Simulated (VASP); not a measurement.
Input:

```yaml
crystal:
  lattice:
    - [0.00000, 2.60000, 2.60000]
    - [2.60000, 0.00000, 2.60000]
    - [2.60000, 2.60000, 0.00000]
  atoms:
    - { symbol: Mg, position: [0.00000, 0.00000, 0.00000] }
    - { symbol: S, position: [0.50000, 0.50000, 0.50000] }
```

The numbers are results of PBE GGA, VASP's PBE PAW potentials (set 64) (plane waves; VASP 6.6.1), not measurements. Settings: EDIFF = 1E-5, 400 eV cut-off, 8×8×8 Γ-centred mesh, Gaussian smearing of 0.050 eV, potentials Mg S.

Give the stress tensor in GPa (positive for a compressed cell).

```
1.03  0.00  0.00
0.00  1.03  0.00
0.00  0.00  1.03
```
The pressure is its mean diagonal, 1.03 GPa.

The compound is MgS in the rock salt structure. The cell was not relaxed at this level. The run is one of a series of settings (EDIFF = 1E-5 against the base run), some of them coarse on purpose.
